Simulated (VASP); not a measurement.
# KCaF3 (P4/mmm) in VASP: further runs, part 2 of 2

VASP 6.6.1.

### 4 Single point, LDA

This run uses another cell than the first one, of the same volume but with other edges.

Input file INCAR:

```
PREC = Accurate
ENCUT = 520
EDIFF = 1E-6
ISMEAR = 0
SIGMA = 0.05
LREAL = False
LASPH = True
NELM = 100
ALGO = Normal
ISIF = 2
LWAVE = False
LCHARG = False
NBANDS = 28
```

Input file KPOINTS:

```
regular mesh
0
Gamma
  6 6 6
```

Input file POSCAR:

```
KCaF3
1.0
    4.3415793183      0.0000000000      0.0000000000
    0.0000000000      4.3415793183      0.0000000000
    0.0000000000      0.0000000000      4.7757372502
K Ca F
1 1 3
Direct
    0.5000000000      0.5000000000      0.5000000000
    0.0000000000      0.0000000000      0.0000000000
    0.0000000000      0.5000000000      0.0000000000
    0.0000000000      0.0000000000      0.5000000000
    0.5000000000      0.0000000000      0.0000000000
```

Launch:

```sh
$ cat potpaw_LDA.64/K_sv/POTCAR potpaw_LDA.64/Ca_sv/POTCAR potpaw_LDA.64/F/POTCAR > POTCAR
$ mpirun -np 1 vasp_std > vasp.out
```

Run time: 32 s. Hardware: 1 thread of Intel Xeon 6975P-C (Granite Rapids), shared host; peak memory 0.22 GiB.

It converged, with:

| Item | Value |
| --- | --- |
| Free energy | -27.4990 eV |
| Pressure | -4.3 GPa |
| Band gap on the k mesh | 5.75 eV, indirect (least direct gap 5.88 eV) |

Stress tensor (GPa, compression positive):
```
-2.10  0.00  0.00
 0.00 -2.10  0.00
 0.00  0.00 -8.55
```

Levels at points of the mesh, in eV from the valence-band top:
| k point | band 18 | band 19 | band 20 | band 21 | band 22 | band 23 |
| --- | --- | --- | --- | --- | --- | --- |
| (0.00, 0.00, 0.00) | -0.17 | -0.13 | -0.13 | 5.75 | 8.61 | 8.61 |
| (0.50, 0.00, 0.00) | -0.46 | -0.24 | -0.19 | 8.00 | 8.38 | 9.06 |
| (0.50, 0.50, 0.00) | -0.38 | -0.38 | -0.02 | 8.99 | 9.18 | 9.22 |
| (0.00, 0.00, 0.50) | -0.36 | -0.26 | -0.26 | 7.64 | 8.48 | 9.16 |
| (0.50, 0.00, 0.50) | -0.47 | -0.44 | -0.03 | 8.79 | 9.20 | 9.28 |
| (0.50, 0.50, 0.50) | -0.01 | 0.00 | 0.00 | 9.40 | 9.40 | 9.57 |

### 5 Single point, LDA

This run uses another cell than the first one, of the same volume but with other edges.

Input file INCAR:

```
SYSTEM = KCaF3
PREC = Accurate ; ENCUT = 520
EDIFF = 1E-6 ; ISMEAR = 0
SIGMA = 0.05 ; LREAL = .FALSE.
LASPH = .TRUE. ; NELM = 60
ALGO = Normal ; ISIF = 2
LWAVE = .FALSE. ; LCHARG = .FALSE.
GGA = CA ; NBANDS = 28
```

Input file KPOINTS:

```
regular mesh
0
G
  6 6 6
  0 0 0
```

POSCAR: that of step 4 with these lines changed.

```diff
@@ -2,5 +2,5 @@
 1.0
-    4.3415793183      0.0000000000      0.0000000000
-    0.0000000000      4.3415793183      0.0000000000
-    0.0000000000      0.0000000000      4.7757372502
+    4.1064277306      0.0000000000      0.0000000000
+    0.0000000000      4.1064277306      0.0000000000
+    0.0000000000      0.0000000000      5.3383560498
 K Ca F
```

Potentials or basis: VASP PAW LDA potentials, release 64 (K_sv, Ca_sv, F).

Launch:

```sh
$ cat potpaw_LDA.64/K_sv/POTCAR potpaw_LDA.64/Ca_sv/POTCAR potpaw_LDA.64/F/POTCAR > POTCAR
$ mpirun -np 1 vasp_std > vasp.out
```

OUTCAR:

```text
SYSTEM = KCaF3
   PREC = Accurate
   ENCUT = 520
   EDIFF = 1E-6
   ISMEAR = 0
   LREAL = .FALSE.
   LASPH = .TRUE.
   NELM = 60
   ISIF = 2
   GGA = CA

 ion  position               nearest neighbor table
   1  0.500  0.500  0.500-
   2  0.000  0.000  0.000-   3 2.05   5 2.05   3 2.05   5 2.05
   3  0.000  0.500  0.000-   2 2.05   2 2.05
   4  0.000  0.000  0.500-
   5  0.500  0.000  0.000-   2 2.05   2 2.05

  LATTYP: Found a simple tetragonal cell.
[... 948 lines left out ...]
  --------------------------------------------------------------------------------------
  -------------------------------------------------------------------------------------
  Total        3.5054145      3.5054145     -5.2507580      0.0000000      0.0000000      0.0000000
  in kB       62.3898658     62.3898658    -93.4537385      0.0000000      0.0000000      0.0000000
  external PRESSURE =      10.4419977 kB  Pullay stress =       0.0000000 kB

 VOLUME and BASIS-vectors are now :
 -----------------------------------------------------------------------------
  energy-cutoff  :      520.00
  volume of cell :       90.02
      direct lattice vectors                 reciprocal lattice vectors
     4.106427731  0.000000000  0.000000000     0.243520662  0.000000000  0.000000000
     0.000000000  4.106427731  0.000000000     0.000000000  0.243520662  0.000000000
     0.000000000  0.000000000  5.338356050     0.000000000  0.000000000  0.187323586

 POSITION                                       TOTAL-FORCE (eV/Angst)
 -----------------------------------------------------------------------------------
      2.05321      2.05321      2.66918         0.000000      0.000000      0.000000
      0.00000      0.00000      0.00000         0.000000      0.000000      0.000000
      0.00000      2.05321      0.00000         0.000000      0.000000      0.000000
      0.00000      0.00000      2.66918         0.000000      0.000000      0.000000
      2.05321      0.00000      0.00000         0.000000      0.000000      0.000000
 -----------------------------------------------------------------------------------
    total drift:                                0.000000      0.000000     -0.000000

  FREE ENERGIE OF THE ION-ELECTRON SYSTEM (eV)
  ---------------------------------------------------
  free  energy   TOTEN  =       -26.8087087933 eV

  energy  without entropy=      -26.8087087933  energy(sigma->0) =      -26.80870879
```

stdout:

```text
POSCAR found type information on POSCAR K CaF
 POSCAR found :  3 types and       5 ions
 scaLAPACK will be used
 LDA part: xc-table for (Slater(with rela. corr.)+CA(PZ))
 , standard interpolation
 POSCAR, INCAR and KPOINTS ok, starting setup
 FFT: planning ... GRIDC
 FFT: planning ... GRID_SOFT
 FFT: planning ... GRID
 WAVECAR not read
 entering main loop
```

Run time: 38 s. Hardware: 1 thread of Intel Xeon 6975P-C (Granite Rapids), shared host; peak memory 0.23 GiB.

What came out:

```yaml
Free_energy: -26.8087 eV
Pressure: 1.0 GPa
Band_gap_on_the_k_mesh: 5.52 eV, direct
```
